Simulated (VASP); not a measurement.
These are r2SCAN meta-GGA, VASP's PBE PAW potentials (set 64) (plane waves; VASP) values and carry that method's errors.

Input for VASP

**KPOINTS**
```
Automatic mesh
0
Gamma
9 9 9
0 0 0
```

**INCAR**
```
# general
SYSTEM  = S
PREC    = Accurate
ENCUT   = 400   # plane-wave cut-off (eV)
LREAL   = .FALSE.
LASPH   = .TRUE.

# electronic loop
EDIFF   = 1E-6   # SCF stop (eV)
NELM    = 100   # most electronic steps
ALGO    = Normal   # blocked Davidson
LMIXTAU = .TRUE.

# smearing
ISMEAR  = 0   # Gaussian
SIGMA   = 0.05   # width (eV)

# functional
METAGGA = R2SCAN

# ions
IBRION  = 2
NSW     = 60
ISIF    = 3   # ions, shape and volume
EDIFFG  = -0.01   # ionic stop

# output
LWAVE   = .FALSE.
LCHARG  = .FALSE.
```

### POSCAR
```
S
1
    2.6113900000     0.0000000000     0.0000000000
    0.0000000000     2.6113900000     0.0000000000
    0.0000000000     0.0000000000     2.6113900000
S
1
Direct
  0.0000000000   0.0000000000   0.0000000000
```

POTCAR, in this order: S (PBE.64 set). Program: vasp_std.

The run wrote:

### OUTCAR
```
 ion  position               nearest neighbor table
   1  0.000  0.000  0.000-
  LATTYP: Found a simple cubic cell.
 ALAT       =     2.6113900000
 Subroutine PRICEL returns:
 Original cell was already a primitive cell.
 Subroutine GETGRP returns: Found 48 space group operations
The static configuration has the point symmetry O_h .
The dynamic configuration has the point symmetry O_h .
 Subroutine INISYM returns: Found 48 space group operations
 Subroutine IBZKPT returns following result:
 Found     35 irreducible k-points:

 Following reciprocal coordinates:
            Coordinates               Weight
  0.000000  0.000000  0.000000      1.000000
  0.111111  0.000000  0.000000      6.000000
  0.222222  0.000000  0.000000      6.000000
  0.333333  0.000000  0.000000      6.000000
  0.444444  0.000000  0.000000      6.000000
  0.111111  0.111111  0.000000     12.000000
  0.222222  0.111111  0.000000     24.000000
  0.333333  0.111111  0.000000     24.000000
  0.444444  0.111111  0.000000     24.000000
  0.222222  0.222222  0.000000     12.000000
  0.333333  0.222222  0.000000     24.000000
  0.444444  0.222222  0.000000     24.000000
  0.333333  0.333333  0.000000     12.000000
  0.444444  0.333333  0.000000     24.000000
  0.444444  0.444444  0.000000     12.000000
  0.111111  0.111111  0.111111      8.000000
  0.222222  0.111111  0.111111     24.000000
  0.333333  0.111111  0.111111     24.000000
  0.444444  0.111111  0.111111     24.000000
  0.222222  0.222222  0.111111     24.000000
  0.333333  0.222222  0.111111     48.000000
  0.444444  0.222222  0.111111     48.000000
  0.333333  0.333333  0.111111     24.000000
  0.444444  0.333333  0.111111     48.000000
  0.444444  0.444444  0.111111     24.000000
  0.222222  0.222222  0.222222      8.000000
  0.333333  0.222222  0.222222     24.000000
  0.444444  0.222222  0.222222     24.000000
  0.333333  0.333333  0.222222     24.000000
  0.444444  0.333333  0.222222     48.000000
  0.444444  0.444444  0.222222     24.000000
  0.333333  0.333333  0.333333      8.000000
  0.444444  0.333333  0.333333     24.000000
  0.444444  0.444444  0.333333     24.000000
  0.444444  0.444444  0.444444      8.000000
   k-points           NKPTS =     35   k-points in BZ     NKDIM =     35   number of bands    NBANDS=      7
   number of dos      NEDOS =    301   number of ions     NIONS =      1
   total plane-waves  NPLWV =   5832
   dimension x,y,z NGX =    18 NGY =   18 NGZ =   18
   dimension x,y,z NGXF=    36 NGYF=   36 NGZF=   36
   ions per type =               1
   PREC   = accura    normal or accurate (medium, high low for compatibility)
   ISTART =      0    job   : 0-new  1-cont  2-samecut
   ICHARG =      2    charge: 1-file 2-atom 10-const
   ISPIN  =      1    spin polarized calculation?
   LNONCOLLINEAR =      F non collinear calculations
   LSORBIT =      F    spin-orbit coupling
   INIWAV =      1    electr: 0-lowe 1-rand  2-diag
   ENCUT  =  400.0 eV  29.40 Ry    5.42 a.u.   4.26  4.26  4.26*2*pi/ulx,y,z
   NELM   =    100;   NELMIN=  2; NELMDL= -5     # of ELM steps
   EDIFF  = 0.1E-05   stopping-criterion for ELM
   LREAL  =      F    real-space projection
   NLSPLINE    = F    spline interpolate recip. space projectors
   LMAXMIX     =    2 max onsite mixed and CHGCAR
   VOSKOWN=      0    Vosko Wilk Nusair interpolation
   EDIFFG = -.1E-01   stopping-criterion for IOM
   NSW    =     60    number of steps for IOM
   NBLOCK =      1;   KBLOCK =     60    inner block; outer block
   IBRION =      2    ionic relax: 0-MD 1-quasi-New 2-CG
   NFREE  =      1    steps in history (QN), initial steepest desc. (CG)
...
```

File OSZICAR:
```
       N       E                     dE             d eps       ncg     rms          rms(c)
DAV:   1     0.260380901362E+01    0.26038E+01   -0.24829E+03   497   0.571E+02
DAV:   2    -0.870241957546E+01   -0.11306E+02   -0.10642E+02   700   0.767E+01
DAV:   3    -0.890397386504E+01   -0.20155E+00   -0.20077E+00   525   0.117E+01
DAV:   4    -0.890468748198E+01   -0.71362E-03   -0.71360E-03   798   0.761E-01
DAV:   5    -0.890468929857E+01   -0.18166E-05   -0.18162E-05   539   0.255E-02    0.916E+00
DAV:   6    -0.718395973344E+01    0.17207E+01   -0.27614E-01   567   0.462E+00    0.581E+00
DAV:   7    -0.821811127047E+01   -0.10342E+01   -0.27700E-01   532   0.526E+00    0.581E-01
DAV:   8    -0.731620520694E+01    0.90191E+00   -0.19727E-01   574   0.419E+00    0.191E-01
DAV:   9    -0.732164921800E+01   -0.54440E-02   -0.38105E-03   637   0.747E-01    0.913E-02
DAV:  10    -0.732008921464E+01    0.15600E-02   -0.12168E-03   511   0.435E-01    0.131E-01
DAV:  11    -0.732218100564E+01   -0.20918E-02   -0.53403E-04   560   0.286E-01    0.401E-02
DAV:  12    -0.732226365396E+01   -0.82648E-04   -0.37159E-05   623   0.770E-02    0.129E-02
DAV:  13    -0.732225940589E+01    0.42481E-05   -0.30109E-06   623   0.213E-02    0.938E-03
DAV:  14    -0.732226324215E+01   -0.38363E-05   -0.39866E-06   532   0.243E-02    0.529E-03
DAV:  15    -0.732226540065E+01   -0.21585E-05   -0.71227E-07   560   0.990E-03    0.962E-04
DAV:  16    -0.732226544160E+01   -0.40946E-07   -0.15756E-08   336   0.172E-03
   1 F= -.73222654E+01 E0= -.73212529E+01  d E =-.732227E+01
       N       E                     dE             d eps       ncg     rms          rms(c)
DAV:   1    -0.735023818339E+01   -0.27973E-01   -0.10666E+00   490   0.747E+00    0.166E+00
DAV:   2    -0.733118846353E+01    0.19050E-01   -0.32762E-02   560   0.155E+00    0.862E-01
DAV:   3    -0.732452739563E+01    0.66611E-02   -0.19861E-02   490   0.124E+00    0.233E-01
DAV:   4    -0.732778527820E+01   -0.32579E-02   -0.96770E-04   539   0.332E-01    0.168E-01
DAV:   5    -0.732815162611E+01   -0.36635E-03   -0.76435E-05   588   0.113E-01    0.434E-02
DAV:   6    -0.732819397995E+01   -0.42354E-04   -0.58177E-05   539   0.736E-02    0.145E-02
DAV:   7    -0.732821877417E+01   -0.24794E-04   -0.85334E-06   511   0.345E-02    0.675E-03
DAV:   8    -0.732822294822E+01   -0.41740E-05   -0.43109E-06   546   0.264E-02    0.156E-03
DAV:   9    -0.732822417187E+01   -0.12236E-05   -0.70591E-07   525   0.109E-02    0.127E-03
DAV:  10    -0.732822419015E+01   -0.18281E-07   -0.63991E-09   252   0.989E-04
   2 F= -.73282242E+01 E0= -.73271968E+01  d E =-.595875E-02
       N       E                     dE             d eps       ncg     rms          rms(c)
DAV:   1    -0.733038966811E+01   -0.21655E-02   -0.68578E-02   490   0.186E+00    0.406E-01
DAV:   2    -0.732921869126E+01    0.11710E-02   -0.22493E-03   560   0.404E-01    0.219E-01
DAV:   3    -0.732881774479E+01    0.40095E-03   -0.12661E-03   490   0.319E-01    0.748E-02
DAV:   4    -0.732902493767E+01   -0.20719E-03   -0.53508E-05   567   0.763E-02    0.534E-02
DAV:   5    -0.732905182276E+01   -0.26885E-04   -0.55157E-06   518   0.309E-02    0.151E-02
DAV:   6    -0.732905855534E+01   -0.67326E-05   -0.60797E-06   539   0.219E-02    0.416E-03
DAV:   7    -0.732905977735E+01   -0.12220E-05   -0.32970E-07   315   0.655E-03    0.239E-03
DAV:   8    -0.732906021211E+01   -0.43475E-06   -0.29240E-07   406   0.737E-03
   3 F= -.73290602E+01 E0= -.73279819E+01  d E =-.679477E-02
```

OUTCAR:
```
------------------------ aborting loop because EDIFF is reached ----------------------------------------
  FORCE on cell =-STRESS in cart. coord.  units (eV):
  Direction    XX          YY          ZZ          XY          YZ          ZX
  --------------------------------------------------------------------------------------
  Total        0.0000686      0.0000686      0.0000686      0.0000000     -0.0000000      0.0000000
  in kB        0.0064131      0.0064131      0.0064131      0.0000000     -0.0000000      0.0000000
  external PRESSURE =       0.0064131 kB  Pullay stress =       0.0000000 kB
  volume of cell :       17.14
      direct lattice vectors                 reciprocal lattice vectors
     2.578371147 -0.000000000  0.000000000     0.387841759  0.000000000  0.000000000
    -0.000000000  2.578371147  0.000000000     0.000000000  0.387841759  0.000000000
    -0.000000000 -0.000000000  2.578371147    -0.000000000 -0.000000000  0.387841759
 POSITION                                       TOTAL-FORCE (eV/Angst)
 -----------------------------------------------------------------------------------
      0.00000      0.00000      0.00000         0.000000     -0.000000      0.000000
 -----------------------------------------------------------------------------------
    total drift:                                0.000000     -0.000000      0.000000
  FREE ENERGIE OF THE ION-ELECTRON SYSTEM (eV)
  ---------------------------------------------------
  free  energy   TOTEN  =        -7.3290602121 eV

  energy  without entropy=       -7.3269036808  energy(sigma->0) =       -7.32798195

 reached required accuracy - stopping structural energy minimisation
```
(Selected blocks of OUTCAR.)

### CONTCAR
```
S
   1.00000000000000
     2.5783711470457913   -0.0000000000000000    0.0000000000000000
    -0.0000000000000000    2.5783711470457913    0.0000000000000000
    -0.0000000000000000   -0.0000000000000000    2.5783711470457913
  S
     1
Direct
     0.0000000000000000    0.0000000000000000    0.0000000000000000
```

Energy and stress use the plane-wave basis of the starting cell.

The structure was generated: S was put into the simple-cubic type (Pm-3m), which need not be its known phase. This run relaxes it. Symmetry was kept, so distortions that lower it aren't found.
